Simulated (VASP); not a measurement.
Level of theory: r2SCAN meta-GGA, VASP's PBE PAW potentials (set 64) (plane waves; VASP 6.6.1).

VASP ran on this input.

**KPOINTS**
```
K-points
0
Gamma
5 5 8
0 0 0
```

### INCAR
```
SYSTEM = SiO2
PREC = Accurate
ENCUT = 620
EDIFF = 1E-6
NELM = 100
ALGO = Normal
LREAL = .FALSE.
LASPH = .TRUE.
ISMEAR = 0
SIGMA = 0.05
METAGGA = R2SCAN
LMIXTAU = .TRUE.
LWAVE = .FALSE.
LCHARG = .FALSE.
IBRION = 2
ISIF = 3
NSW = 40
EDIFFG = -0.02
PSTRESS = 50
```

POSCAR:
```
SiO2
1
    4.1565833814     0.0000000000     0.0000000000
   -0.0000000000     4.1565833814     0.0000000000
    0.0000000000     0.0000000000     2.6614420880
Si O
2 4
Direct
  0.0000000000   1.0000000000   0.0000000000
  0.5000000000   0.5000000000   0.5000000000
  0.3052350968   0.3052350968   0.0000000000
  0.8052350968   0.1947649032   0.5000000000
  0.1947649032   0.8052350968   0.5000000000
  0.6947649032   0.6947649032   0.0000000000
```

POTCAR, in this order: Si O (PBE.64 set). Program: vasp_std.

Output

**OSZICAR**
```
       N       E                     dE             d eps       ncg     rms          rms(c)
DAV:   1     0.173445469190E+03    0.17345E+03   -0.20697E+04  1200   0.183E+03
DAV:   2    -0.650315528391E+02   -0.23848E+03   -0.22939E+03  1660   0.360E+02
DAV:   3    -0.727947325539E+02   -0.77632E+01   -0.77394E+01  1440   0.694E+01
DAV:   4    -0.728521617213E+02   -0.57429E-01   -0.57365E-01  1428   0.665E+00
DAV:   5    -0.728527330574E+02   -0.57134E-03   -0.57128E-03  1376   0.665E-01    0.182E+01
DAV:   6    -0.597685213370E+02    0.13084E+02   -0.10448E+01  1364   0.218E+01    0.101E+01
DAV:   7    -0.585498715659E+02    0.12186E+01   -0.21482E+00  1296   0.147E+01    0.341E+00
DAV:   8    -0.615898496616E+02   -0.30400E+01   -0.12126E+00  1304   0.980E+00    0.193E+00
DAV:   9    -0.584640532284E+02    0.31258E+01   -0.94809E-01  1300   0.752E+00    0.667E-01
DAV:  10    -0.586517383959E+02   -0.18769E+00   -0.47338E-02  1376   0.236E+00    0.445E-01
DAV:  11    -0.587586897800E+02   -0.10695E+00   -0.27691E-02  1324   0.152E+00    0.164E-01
DAV:  12    -0.587936616772E+02   -0.34972E-01   -0.15684E-02  1272   0.158E+00    0.138E-01
DAV:  13    -0.587926015810E+02    0.10601E-02   -0.11627E-03  1360   0.375E-01    0.632E-02
DAV:  14    -0.587934339271E+02   -0.83235E-03   -0.90373E-04  1348   0.248E-01    0.288E-02
DAV:  15    -0.587934851853E+02   -0.51258E-04   -0.86863E-05  1372   0.106E-01    0.132E-02
DAV:  16    -0.587935064826E+02   -0.21297E-04   -0.15365E-05  1308   0.558E-02    0.912E-03
DAV:  17    -0.587935055058E+02    0.97673E-06   -0.43081E-06  1320   0.224E-02
   1 F= -.57358514E+02 E0= -.57358514E+02  d E =-.573585E+02
       N       E                     dE             d eps       ncg     rms          rms(c)
DAV:   1    -0.587936538295E+02   -0.14735E-03   -0.23475E-02  1336   0.137E+00    0.839E-02
DAV:   2    -0.587935938934E+02    0.59936E-04   -0.26878E-04  1372   0.143E-01    0.500E-02
DAV:   3    -0.587935688395E+02    0.25054E-04   -0.81705E-05  1348   0.917E-02    0.361E-03
DAV:   4    -0.587935642795E+02    0.45599E-05   -0.13604E-05  1268   0.512E-02    0.209E-03
DAV:   5    -0.587935635162E+02    0.76335E-06   -0.52774E-06  1292   0.309E-02
   2 F= -.57358572E+02 E0= -.57358572E+02  d E =-.579702E-04
       N       E                     dE             d eps       ncg     rms          rms(c)
DAV:   1    -0.587935955556E+02   -0.31276E-04   -0.26136E-03  1328   0.458E-01    0.285E-02
DAV:   2    -0.587935889277E+02    0.66279E-05   -0.25548E-05  1372   0.441E-02    0.167E-02
DAV:   3    -0.587935856119E+02    0.33158E-05   -0.72175E-06  1380   0.268E-02    0.108E-03
DAV:   4    -0.587935848470E+02    0.76487E-06   -0.97928E-07   784   0.142E-02
   3 F= -.57358593E+02 E0= -.57358593E+02  d E =-.790812E-04
```

OUTCAR:
```
------------------------ aborting loop because EDIFF is reached ----------------------------------------
  FORCE on cell =-STRESS in cart. coord.  units (eV):
  Direction    XX          YY          ZZ          XY          YZ          ZX
  --------------------------------------------------------------------------------------
  Total        1.4283961      1.4283961      1.4428019      0.0000000      0.0000000      0.0000000
  in kB       49.7701727     49.7701727     50.2721186      0.0000000      0.0000000      0.0000000
  external PRESSURE =      -0.0625120 kB  Pullay stress =      50.0000000 kB
  volume of cell :       45.98
      direct lattice vectors                 reciprocal lattice vectors
     4.155219613 -0.000000000  0.000000000     0.240661167  0.000000000  0.000000000
    -0.000000000  4.155219613  0.000000000     0.000000000  0.240661167  0.000000000
     0.000000000  0.000000000  2.663189860     0.000000000  0.000000000  0.375489564
 POSITION                                       TOTAL-FORCE (eV/Angst)
 -----------------------------------------------------------------------------------
     -0.00000      0.00000      0.00000        -0.000000      0.000000      0.000000
      2.07761      2.07761      1.33159        -0.000000      0.000000      0.000000
      1.26869      1.26869      0.00000        -0.006500     -0.006500     -0.000000
      3.34630      0.80892      1.33159        -0.006500      0.006500      0.000000
      0.80892      3.34630      1.33159         0.006500     -0.006500     -0.000000
      2.88653      2.88653      0.00000         0.006500      0.006500      0.000000
 -----------------------------------------------------------------------------------
    total drift:                               -0.000000      0.000000     -0.000000
  FREE ENERGIE OF THE ION-ELECTRON SYSTEM (eV)
  ---------------------------------------------------
  free  energy   TOTEN  =       -58.7935848470 eV

  energy  without entropy=      -58.7935848470  energy(sigma->0) =      -58.79358485
  enthalpy is  TOTEN    =       -57.3585927312 eV   P V=        1.4349921158

 reached required accuracy - stopping structural energy minimisation
```
(Selected blocks of OUTCAR.)

File CONTCAR:
```
SiO2
   1.00000000000000
     4.1552196133928065   -0.0000000000000000    0.0000000000000000
    -0.0000000000000000    4.1552196133928065    0.0000000000000000
     0.0000000000000000    0.0000000000000000    2.6631898595988166
  Si              O
     2     4
Direct
     0.0000000000000000    0.0000000000000000    0.0000000000000000
     0.5000000000000000    0.5000000000000000    0.5000000000000000
     0.3053246225728682    0.3053246225728682    0.0000000000000000
     0.8053246225728682    0.1946753774271318    0.5000000000000000
     0.1946753774271318    0.8053246225728682    0.5000000000000000
     0.6946753774271318    0.6946753774271318    0.0000000000000000
```

OUTCAR:
```
 val. band max:        8.0313580507   @ k =   0.0000   0.0000   0.0000

 cond. band min:      14.8021688895   @ k =   0.0000   0.0000   0.0000


 Fermi energy:         8.3146228392

 k-point     1 :       0.0000    0.0000    0.0000
  band No.  band energies     occupation
      1     -15.6726      2.00000
      2     -12.0100      2.00000
      3     -12.0100      2.00000
      4     -11.6883      2.00000
      5      -3.1583      2.00000
      6       1.4292      2.00000
      7       1.4292      2.00000
      8       1.5540      2.00000
      9       2.4509      2.00000
     10       2.7925      2.00000
     11       4.7828      2.00000
     12       4.7828      2.00000
     13       5.5079      2.00000
     14       7.1324      2.00000
     15       7.1324      2.00000
     16       8.0314      2.00000
     17      14.8022      0.00000
     18      15.6770      0.00000
     19      17.5575      0.00000
     20      17.5575      0.00000

 k-point     2 :       0.2000    0.0000    0.0000
  band No.  band energies     occupation
      1     -15.4571      2.00000
      2     -12.8127      2.00000
      3     -11.9028      2.00000
      4     -11.3375      2.00000
      5      -2.8565      2.00000
      6       0.4469      2.00000
      7       1.5531      2.00000
      8       2.2923      2.00000
      9       2.6160      2.00000
     10       3.5164      2.00000
     11       4.4319      2.00000
     12       4.8796      2.00000
     13       5.5324      2.00000
     14       6.3047      2.00000
     15       7.0616      2.00000
     16       7.7213      2.00000
     17      15.4078      0.00000
     18      16.0480      0.00000
     19      17.6596      0.00000
     20      17.6908      0.00000

 k-point     3 :       0.4000    0.0000    0.0000
  band No.  band energies     occupation
      1     -14.8361      2.00000
      2     -13.8951      2.00000
      3     -11.6313      2.00000
      4     -11.3547      2.00000
      5      -2.0627      2.00000
...
```

The compound is SiO2 in the rutile structure, stishovite, a high-pressure form. This run relaxes it under an external pressure of 5 GPa. Symmetry was kept, so distortions that lower it aren't found.
